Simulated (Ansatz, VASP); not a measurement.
# SiC (Moissanite): VASP beside Ansatz, part 2 of 3

Aim: how closely do two programs agree when they are given the same cell, functional and k mesh? The cell is taken from a series of runs on this material, whose earlier steps may have relaxed, scaled, displaced or heated it; both programs get it as it stands.

VASP 6.6.1 and Ansatz 0.2.0.

So far: The starting structure; VASP: zone-centre phonons, PBE, pair 1.

### 2. VASP: zone-centre phonons, PBE, pair 1 (continued)

Level of this step: PBE; plane waves and PAW (C, Si) (VASP).

Numbers of over 12 decimals in the logs are rounded to 6 here.

Parts of OUTCAR (step 2):

```text
ion  position               nearest neighbor table
   1  0.333  0.667  0.380-   4 1.85   4 1.85   4 1.85   3 1.87
   2  0.667  0.333  0.880-   3 1.85   3 1.85   3 1.85   4 1.87
   3  0.333  0.667  0.005-   2 1.85   2 1.85   2 1.85   1 1.87   4 3.04   4 3.04   4 3.04   4 3.04
                             4 3.04   4 3.04
   4  0.667  0.333  0.505-   1 1.85   1 1.85   1 1.85   2 1.87   3 3.04   3 3.04   3 3.04   3 3.04
                             3 3.04   3 3.04

  LATTYP: Found a hexagonal cell.
 ALAT       =     3.0293380413
 C/A-ratio  =     1.6402380514

 Subroutine GETGRP returns: Found 12 space group operations
 (whereof  6 operations were pure point group operations)

The static configuration has the point symmetry C_3v.
 The point group associated with its full space group is C_6v.

 Found     76 irreducible k-points:

   k-points           NKPTS =     76   k-points in BZ     NKDIM =     76   number of bands    NBANDS=     14

   dimension x,y,z NGX =    24 NGY =   24 NGZ =   40
   dimension x,y,z NGXF=    48 NGYF=   48 NGZF=   80

   ENCUT  =  600.0 eV  44.10 Ry    6.64 a.u.   6.05  6.05  9.92*2*pi/ulx,y,z

   NELECT =      16.0000    total number of electrons

 k-points in reciprocal lattice and weights: Automatic mesh
   0.00000000  0.00000000  0.00000000       0.001
   0.08333333 -0.00000000  0.00000000       0.007
   0.16666667 -0.00000000  0.00000000       0.007
   0.25000000  0.00000000  0.00000000       0.007
   0.33333333  0.00000000  0.00000000       0.007
   0.41666667  0.00000000  0.00000000       0.007
   0.50000000  0.00000000  0.00000000       0.003
   0.08333333  0.08333333  0.00000000       0.007
   0.16666667  0.08333333  0.00000000       0.014
[...]
-1.514669021  2.623483700  0.000000000     0.000000000  0.381172561  0.000000000
     0.000000000  0.000000000  4.968835526     0.000000000  0.000000000  0.201254397

 POSITION                                       TOTAL-FORCE (eV/Angst)
 -----------------------------------------------------------------------------------
      0.00000      1.74899      1.89013         0.000000     -0.000000      0.000335
      1.51467      0.87449      4.37454        -0.000000      0.000000      0.000335
      0.00000      1.74899      0.02287        -0.000000     -0.000000     -0.000335
      1.51467      0.87449      2.50729         0.000000      0.000000     -0.000335
 -----------------------------------------------------------------------------------
    total drift:                                0.000000     -0.000000     -0.000112

 MACROSCOPIC STATIC DIELECTRIC TENSOR (including local field effects in DFT)
 ------------------------------------------------------
           6.805126     0.000000     0.000000
           0.000000     6.805126     0.000000
          -0.000000     0.000000     7.171084
 ------------------------------------------------------

 PIEZOELECTRIC TENSOR (including local field effects)  for field in x, y, z        (C/m^2)
          XX          YY          ZZ          XY          YZ          ZX
  --------------------------------------------------------------------------------
  x     0.00000     0.00000     0.00000    -0.00000     0.00000     0.61404
  y     0.00000     0.00000    -0.00000     0.00000     0.61404     0.00000
  z     0.47518     0.47518    -0.80629     0.00000     0.00000    -0.00000

 BORN EFFECTIVE CHARGES (including local field effects) (in |e|, cummulative output)
 ---------------------------------------------------------------------------------
 ion    1
    1    -2.69175    -0.00000     0.00000
    2    -0.00000    -2.69175     0.00000
    3     0.00000     0.00000    -2.89879
 ion    2
    1    -2.69175    -0.00000     0.00000
    2    -0.00000    -2.69175    -0.00000
    3     0.00000    -0.00000    -2.89879
 ion    3
    1     2.69175     0.00000     0.00000
    2     0.00000     2.69175     0.00000
    3     0.00000     0.00000     2.89879
 ion    4
    1     2.69175     0.00000     0.00000
    2     0.00000     2.69175     0.00000
    3    -0.00000    -0.00000     2.89879

 Eigenvectors and eigenvalues of the dynamical matrix
 ----------------------------------------------------

   1 f  =   26.272599 THz   165.075606 2PiTHz  876.359560 cm-1   108.654689 meV
             X         Y         Z           dx          dy          dz
      0.000000  1.748989  1.890127     0.000000   -0.000000    0.706108
      1.514669  0.874495  4.374545     0.000000   -0.000000   -0.706108
      0.000000  1.748989  0.022875    -0.000000    0.000000   -0.037560
      1.514669  0.874495  2.507293    -0.000000   -0.000000    0.037560

   2 f  =   25.015060 THz   157.174256 2PiTHz  834.412576 cm-1   103.453928 meV
             X         Y         Z           dx          dy          dz
      0.000000  1.748989  1.890127    -0.479235   -0.347209    0.000000
      1.514669  0.874495  4.374545    -0.479235   -0.347209    0.000000
      0.000000  1.748989  0.022875     0.313404    0.227063   -0.000000
      1.514669  0.874495  2.507293     0.313404    0.227063    0.000000

   3 f  =   25.015060 THz   157.174256 2PiTHz  834.412576 cm-1   103.453928 meV
             X         Y         Z           dx          dy          dz
      0.000000  1.748989  1.890127    -0.347209    0.479235    0.000000
      1.514669  0.874495  4.374545    -0.347209    0.479235   -0.000000
      0.000000  1.748989  0.022875     0.227063   -0.313404    0.000000
      1.514669  0.874495  2.507293     0.227063   -0.313404   -0.000000

   4 f  =   24.155574 THz   151.773946 2PiTHz  805.743210 cm-1    99.899381 meV
             X         Y         Z           dx          dy          dz
      0.000000  1.748989  1.890127    -0.489552   -0.354686    0.000000
      1.514669  0.874495  4.374545     0.489552    0.354686   -0.000000
      0.000000  1.748989  0.022875    -0.297028   -0.215200   -0.000000
      1.514669  0.874495  2.507293     0.297028    0.215200   -0.000000

   5 f  =   24.155574 THz   151.773946 2PiTHz  805.743210 cm-1    99.899381 meV
             X         Y         Z           dx          dy          dz
      0.000000  1.748989  1.890127    -0.354686    0.489552    0.000000
      1.514669  0.874495  4.374545     0.354686   -0.489552   -0.000000
      0.000000  1.748989  0.022875    -0.215200    0.297028    0.000000
      1.514669  0.874495  2.507293     0.215200   -0.297028   -0.000000

   6 f  =   24.097964 THz   151.411976 2PiTHz  803.821569 cm-1    99.661128 meV
             X         Y         Z           dx          dy          dz
      0.000000  1.748989  1.890127    -0.000000   -0.000000   -0.591766
      1.514669  0.874495  4.374545    -0.000000    0.000000   -0.591766
      0.000000  1.748989  0.022875     0.000000   -0.000000    0.387057
      1.514669  0.874495  2.507293     0.000000    0.000000    0.387057

   7 f  =   18.504889 THz   116.269646 2PiTHz  617.256650 cm-1    76.530036 meV
             X         Y         Z           dx          dy          dz
      0.000000  1.748989  1.890127    -0.000000   -0.000000    0.037560
      1.514669  0.874495  4.374545    -0.000000    0.000000   -0.037560
      0.000000  1.748989  0.022875     0.000000   -0.000000    0.706108
      1.514669  0.874495  2.507293    -0.000000    0.000000   -0.706108

   8 f  =    7.631454 THz    47.949842 2PiTHz  254.557918 cm-1    31.561145 meV
             X         Y         Z           dx          dy          dz
      0.000000  1.748989  1.890127     0.297028    0.215199   -0.000000
      1.514669  0.874495  4.374545    -0.297028   -0.215199   -0.000000
      0.000000  1.748989  0.022875    -0.489553   -0.354685   -0.000000
      1.514669  0.874495  2.507293     0.489553    0.354685   -0.000000

   9 f  =    7.631454 THz    47.949842 2PiTHz  254.557918 cm-1    31.561145 meV
             X         Y         Z           dx          dy          dz
      0.000000  1.748989  1.890127    -0.215199    0.297028   -0.000000
      1.514669  0.874495  4.374545     0.215199   -0.297028   -0.000000
      0.000000  1.748989  0.022875     0.354685   -0.489553   -0.000000
      1.514669  0.874495  2.507293    -0.354685    0.489553   -0.000000

  10 f/i=    0.000069 THz     0.000431 2PiTHz    0.002289 cm-1     0.000284 meV
             X         Y         Z           dx          dy          dz
      0.000000  1.748989  1.890127     0.096161    0.374876   -0.000000
      1.514669  0.874495  4.374545     0.096161    0.374876   -0.000000
      0.000000  1.748989  0.022875     0.147043    0.573236   -0.000000
      1.514669  0.874495  2.507293     0.147043    0.573236   -0.000000

  11 f/i=    0.000069 THz     0.000431 2PiTHz    0.002289 cm-1     0.000284 meV
             X         Y         Z           dx          dy          dz
      0.000000  1.748989  1.890127    -0.374876    0.096161   -0.000000
      1.514669  0.874495  4.374545    -0.374876    0.096161   -0.000000
      0.000000  1.748989  0.022875    -0.573236    0.147043   -0.000000
      1.514669  0.874495  2.507293    -0.573236    0.147043   -0.000000

  12 f/i=    0.001865 THz     0.011717 2PiTHz    0.062202 cm-1     0.007712 meV
             X         Y         Z           dx          dy          dz
      0.000000  1.748989  1.890127    -0.000000   -0.000000   -0.387057
      1.514669  0.874495  4.374545    -0.000000   -0.000000   -0.387057
      0.000000  1.748989  0.022875    -0.000000   -0.000000   -0.591766
      1.514669  0.874495  2.507293    -0.000000   -0.000000   -0.591766

 MACROSCOPIC STATIC DIELECTRIC TENSOR IONIC CONTRIBUTION
 ------------------------------------------------------
           3.082680     0.000000     0.000000
           0.000000     3.082680    -0.000000
           0.000000    -0.000000     3.852177
 ------------------------------------------------------

 ELASTIC MODULI CONTR FROM IONIC RELAXATION (kBar)
 Direction    XX          YY          ZZ          XY          YZ          ZX
 --------------------------------------------------------------------------------
 XX        -709.9360    351.8435    347.0087     -0.0000     -0.0000      0.0000
 YY         351.8435   -709.9360    347.0087     -0.0000      0.0000     -0.0000
 ZZ         347.0087    347.0087   -672.5357      0.0000      0.0000      0.0000
 XY          -0.0000     -0.0000      0.0000   -530.8897     -0.0000     -0.0000
 YZ           0.0000      0.0000      0.0000     -0.0000   -185.4859     -0.0000
 ZX          -0.0000      0.0000      0.0000     -0.0000     -0.0000   -196.0302
 --------------------------------------------------------------------------------

 PIEZOELECTRIC TENSOR IONIC CONTR  for field in x, y, z        (C/m^2)
          XX          YY          ZZ          XY          YZ          ZX
  --------------------------------------------------------------------------------
  x    -0.00000     0.00000     0.00000    -0.00000    -0.00000    -0.73147
  y    -0.00000    -0.00000    -0.00000    -0.00000    -0.71153    -0.00000
  z    -0.78146    -0.78146     1.51455    -0.00000    -0.00000    -0.00000
```

Energies printed during the response cycles are not total energies of the cell.

### 3. Ansatz: zone-centre phonons, PBE, pair 1

Ansatz runs on its PAW soft_1 files.

The same cell, functional and mesh now go to Ansatz, which takes its cutoff from its data sets.

The input, input.yaml:

```yaml
crystal:
  lattice:
    - [3.0293380413, 0.0, 0.0]
    - [-1.5146690206, 2.6234837004, 0.0]
    - [0.0, 0.0, 4.9688355259]
  atoms:
    - { symbol: C, position: [0.3333333333, 0.6666666667, 0.3803963287] }
    - { symbol: C, position: [0.6666666667, 0.3333333333, 0.8803963287] }
    - { symbol: Si, position: [0.3333333333, 0.6666666667, 0.0046036713] }
    - { symbol: Si, position: [0.6666666667, 0.3333333333, 0.5046036713] }
kpoints:
  mp_grid: { grid: [12, 12, 6] }
hamiltonian:
  xc: pbe
  pseudopotentials: { kind: paw, azcp: { folder: soft_1 } }
scf:
  occupations: { method: fixed }
output:
  eigenvalues: true
phonons:
  method: dfpt
  dielectric: true
  rigid_motions: translations
```

Launch:

```sh
ansatz run input.yaml --threads 4 --pin off --max-ram 16384MiB --backend cpu --events-out ev --progress --plain --runs-dir out
```

What it wrote:

```text
Engine: ansatz 0.2.0, x86_64-unknown-linux-gnu
Pseudopotentials: kind: paw
Pseudopotential: C, paw, valence charge 4, recommended cutoff 420 eV (normal), soft_1/C.paw.azcp
Pseudopotential: Si, paw, valence charge 4, recommended cutoff 420 eV (normal), soft_1/Si.paw.azcp
Functional definition: PBE
  parameter kappa = 0.804
  parameter beta = 0.066725
  exchange = pbe_x(kappa = kappa, mu = beta*pi^2/3)
  correlation = pbe_c(beta = beta)
Crystal: 4 atoms, lattice volume = 39.489 Å³
Basis set: ecut = 420 eV, 761 PW (Γ), exchange–correlation on 48×48×72 points (8 copies of the dense FFT grid, shifted against one another)
Bands: 12, of which v1, the nominal top of the filled ones, is band 8 counted from 1 (7 counted from 0)
Symmetry: 12 space group operations
k-points: 242 of 864 (irreducible under 2 space group operations, time reversal used)
Non-local potential: C, projectors of the file, l = 0: 2, l = 1: 2, l = 2: 1
Non-local potential: Si, projectors of the file, l = 0: 2, l = 1: 2, l = 2: 1
PAW form: soft (Blöchl's): semilocal exchange-correlation on the pseudo side does not see the compensation charge
PAW one-centre angular grid: C, 110 points (default); XC on 64 Gauss nodes
PAW one-centre angular grid: Si, 110 points (default); XC on 64 Gauss nodes
Initial density: superposition of atomic densities (chi_scale 0.1, normalization cell, long waves kept (reshape's long-wave potential 0.00 eV rms))
Initial wavefunctions: pseudopotential atomic-orbital guess
Functional: x = pbe(κ = 0.804, μ = 0.219515), c = pbe(β = 0.066725)
SCF iter   1: F=—  HF=-1777.486593 eV  |F-HF|=—  |Δ(HF+E_count)|=         —  Δρ=1.48e-1  dr2=1.03e1  ethr=3.10e-3  ⟨swp⟩=4.3  Hψ=17041  notcnv=0  defer=440
preconditioner: auto → none  [insulator: Δε(μ)=4.408 eV  Ē_g=13.180 eV  n_scr=2 (ndim 8)  ℏωp=23.6 eV  f_vac=0.000  ε∞_Penn≈4.2]
SCF iter   2: F=—  HF=-1774.336156 eV  |F-HF|=—  |Δ(HF+E_count)|=    3.15e0  Δρ=4.87e-2  dr2=5.41e-1  ethr=3.10e-3  ⟨swp⟩=3.9  Hψ=8927  notcnv=0  defer=459
SCF iter   3: F=—  HF=-1774.207351 eV  |F-HF|=—  |Δ(HF+E_count)|=   1.29e-1  Δρ=1.98e-2  dr2=7.88e-2  ethr=3.10e-3  ⟨swp⟩=2.7  Hψ=5879  notcnv=0  defer=471
SCF iter   4: F=—  HF=-1774.202721 eV  |F-HF|=—  |Δ(HF+E_count)|=   4.63e-3  Δρ=1.70e-3  dr2=7.45e-4  ethr=4.92e-4  ⟨swp⟩=2.0  Hψ=3391  notcnv=0  defer=481
SCF iter   5: F=—  HF=-1774.202949 eV  |F-HF|=—  |Δ(HF+E_count)|=   2.28e-4  Δρ=2.20e-4  dr2=6.46e-6  ethr=4.65e-6  ⟨swp⟩=2.5  Hψ=5259  notcnv=0  defer=481
SCF iter   6: F=—  HF=-1774.202959 eV  |F-HF|=—  |Δ(HF+E_count)|=   1.06e-5  Δρ=4.72e-5  dr2=5.01e-7  ethr=4.04e-8  ⟨swp⟩=2.0  Hψ=4837  notcnv=0  defer=145
SCF iter   7: F=—  HF=-1774.202959 eV  |F-HF|=—  |Δ(HF+E_count)|=   4.64e-7  Δρ=9.17e-6  dr2=1.30e-8  ethr=3.13e-9  ⟨swp⟩=2.4  Hψ=4677  notcnv=0  defer=12
SCF iter   8: F=—  HF=-1774.202959 eV  |F-HF|=—  |Δ(HF+E_count)|=   1.72e-9  Δρ=8.65e-7  dr2=1.30e-10  ethr=8.13e-11  ⟨swp⟩=2.5  Hψ=4860  notcnv=0  defer=12
SCF iter   9: F=-1774.202959 eV  HF=-1774.202959 eV  |F-HF|=2.96e-12  |Δ(HF+E_count)|=  2.42e-10  Δρ=9.82e-8  dr2=1.77e-12  ethr=1.00e-12  ⟨swp⟩=8.9  Hψ=20864  notcnv=0
SCF 1 converged in 9 iterations: F = -1774.202959 eV  dr2 = 1.77e-12
  greatest PAW one-centre occupation: 0.653 electrons in one spin orbital (limit 2), on the C atom at site 1 (counted from 0), in its partial waves of l = 0
DFPT response loops at Γ: preconditioner auto → Resta (q_TF=auto, 2.347 Å⁻¹)  ε∞=5.2 (no band partly filled); β = 1.00, the filter's whole step (`scf.mixing.beta` (0.50) is not read by the response loops at its default; to damp them type it under 1.00, their step now; it binds the ground state too); Broyden in place of MSR1
── the response to a field inside a basis, on 12×12×6 k-points: an SCF that follows is theirs, and a resumed run solves both again ──
Bands: 9, of which v1, the nominal top of the filled ones, is band 8 counted from 1 (7 counted from 0)
k-points: 126 of 864 (irreducible under 4 space group operations, time reversal used)
Initial density: handed on by an earlier stage of this run
Initial wavefunctions: pseudopotential atomic-orbital guess (no wavefunctions were taken with the density)
Eigensolver: Dense (126 Hₖ)
SCF iter   1: F=—  HF=-1774.201727 eV  |F-HF|=—  |Δ(HF+E_count)|=         —  Δρ=9.62e-5  dr2=7.48e-7  ethr=1.00e-1
preconditioner: auto → none  [insulator: Δε(μ)=2.485 eV  Ē_g=10.421 eV  n_scr=2 (ndim 8)  ℏωp=23.6 eV  f_vac=0.000  ε∞_Penn≈6.1]
SCF iter   2: F=—  HF=-1774.201728 eV  |F-HF|=—  |Δ(HF+E_count)|=   1.00e-6  Δρ=4.63e-5  dr2=1.58e-7  ethr=4.67e-9
SCF iter   3: F=-1774.201729 eV  HF=-1774.201729 eV  |F-HF|=2.61e-9  |Δ(HF+E_count)|=   3.68e-7  Δρ=1.20e-5  dr2=2.35e-8  ethr=9.88e-10
SCF 1 converged in 3 iterations: F = -1774.201729 eV  dr2 = 2.35e-8
DFPT response loops at Γ: preconditioner auto → Resta (q_TF=auto, 2.347 Å⁻¹)  ε∞=4.9 (no band partly filled); β = 1.00, the filter's whole step (`scf.mixing.beta` (0.50) is not read by the response loops at its default; to damp them type it under 1.00, their step now; it binds the ground state too); Broyden in place of MSR1
SCF converged after 9 iterations
Free energy (F): -1774.202959 eV
Harris-Foulkes:  -1774.202959 eV  (|F-HF|=2.96e-12)
Internal energy: -1774.202959 eV  (E = F + TS)
E sigma→0 (E₀):  -1774.202959 eV
Fermi energy:    10.234690 eV
--- Per-component energies (eV) ---
  E_band       = 65.087903
  E_kinetic    = 271.990221
  E_local      = -186.665191  (includes V_loc(G=0)·N_el)
  E_nonlocal   = 91.311809
  E_hartree    = 63.667292
  E_xc         = -213.128057
  E_vxc        = -219.712313  (∫ρ·V_xc dr)
  E_paw        = -1223.684050  (= ΣΔE_a)
  E_vpaw       = -19.171320  (= ΣTr[D̂ρ^β])
  E_aug_tail   = 0.000104  (compensation charges beyond the density's cutoff)
  E_ewald      = -577.695087
  E_smearing   = -0.000000  (= −TS)
  E_closure    = 0.000000  (closes the sum)
  Σ components = -1774.202959   (vs F -1774.202959, Δ=0.00e0)
--- Band table (eV; the first three rows and the last of 242) ---
  k-point 0: bands = [... 4 lower, 8.8923, 10.1239, 10.2347, 10.2347, 15.4175, 16.9160, 17.1776, 17.1776]
  k-point 1: bands = [... 4 lower, 8.9700, 9.3841, 10.1306, 10.1306, 15.5443, 17.2127, 17.2127, 17.4357]
  k-point 2: bands = [... 4 lower, 9.1901, 9.1901, 9.8578, 9.8578, 15.9183, 17.2698, 17.4010, 17.4010]
  k-point 241: bands = [... 4 lower, 5.4383, 5.4383, 8.1507, 8.1507, 15.2224, 15.2224, 17.3140, 17.3140]
--- Phonons (Γ-DFPT): 4 representative perturbations + reference, on 242 of 864 k-points (Σ response iterations 12) ---
  k mesh reduced under 2 symmetry operations, with k and −k counted as one. Each operation leaves every solved perturbation unchanged. A smaller set is not considered because the run solves the response to a homogeneous field
  ASR residual: 3.667e-5 → 0.000e0 eV/Å²; symmetrization residual: 3.520e-5 eV/Å²
  ASR residual per site (eV/Å²): 3.10e-6 3.10e-6 3.67e-5 3.67e-5
  Γ frequencies (cm⁻¹): 0.00 0.00 0.00 254.09 254.09 618.02 804.37 806.26 806.26 834.69 834.69 876.31
  ε∞ (high-frequency dielectric tensor):
        6.797440    -0.000000    -0.000000
       -0.000000     6.797440     0.000000
       -0.000000     0.000000     7.167679
  ε⁰ (static dielectric tensor: ions relaxed, cell fixed):
        9.923650    -0.000000    -0.000000
       -0.000000     9.923650     0.000000
       -0.000000     0.000000    11.065399
  ε⁰ − ε∞ (ionic part):
        3.126211    -0.000000     0.000000
       -0.000000     3.126211    -0.000000
        0.000000    -0.000000     3.897720
  softest optical mode at Γ: 254.09 cm⁻¹; the repairs (sum rule, projections) moved no ω² at Γ by more than (3.15 cm⁻¹)²
  Born effective charges Z* (e; rows j = field, columns β = displacement):
    site 0:
        -2.71161    0.00000    0.00000
         0.00000   -2.71161   -0.00000
         0.00000   -0.00000   -2.91776
    site 1:
        -2.71161    0.00000    0.00000
         0.00000   -2.71161   -0.00000
         0.00000   -0.00000   -2.91776
    site 2:
         2.71161   -0.00000   -0.00000
        -0.00000    2.71161    0.00000
        -0.00000    0.00000    2.91776
    site 3:
         2.71161   -0.00000   -0.00000
        -0.00000    2.71161    0.00000
        -0.00000   -0.00000    2.91776
  Z* charge neutrality: 1.015e-3 e pre-enforcement
  solved inside a basis spanned on kpoints, on 12×12×6 k-points, its susceptibility summed on 16×16×8: ε∞ is read to err by 2.2e-2, Z* by 1.1e-2 e (field_mesh: kpoints solves on kpoints); Z* is corrected for what the basis lacks
  optical modes at Γ without the LO–TO term, one row a degenerate level:
      ω (cm⁻¹)  modes    IR ((D/Å)²/amu)
        254.09      2             0.0000
        618.02      1             0.0000
        804.37      1            46.6915
[...]
optical modes at Γ + LO–TO along q̂ = [1.0000, 0.0000, 0.0000]:
      ω (cm⁻¹)  modes    IR ((D/Å)²/amu)
[...]
optical modes at Γ + LO–TO along q̂ = [0.0000, 1.0000, 0.0000]:
      ω (cm⁻¹)  modes    IR ((D/Å)²/amu)
[...]
876.31      1             0.0000
       1008.53      1            40.3269
  optical modes at Γ + LO–TO along q̂ = [0.0000, 0.0000, 1.0000]:
      ω (cm⁻¹)  modes    IR ((D/Å)²/amu)
        254.09      2             0.0000
        618.02      1             0.0000
        806.26      2             0.0000
        834.69      2            80.6537
        876.31      1             0.0000
        999.42      1            46.6915
```

The column dr2 measures how far the density is from self-consistency, as an energy; F and HF (Harris–Foulkes) agree once it is small.

[end of part 2 of 3]

[Lines on the potential files, build, host, timing and source positions are cut from VASP's logs without a mark.]

[Logs are printed without paths, hosts, clocks, repeated set-up lines and the standing remarks that a program may print on its own settings, such as how far it seeks lower states.]

[Hosts, paths, dates, database ids (printed as entryN), source tags and the programs' standing remarks are cut or masked in the printed files.]
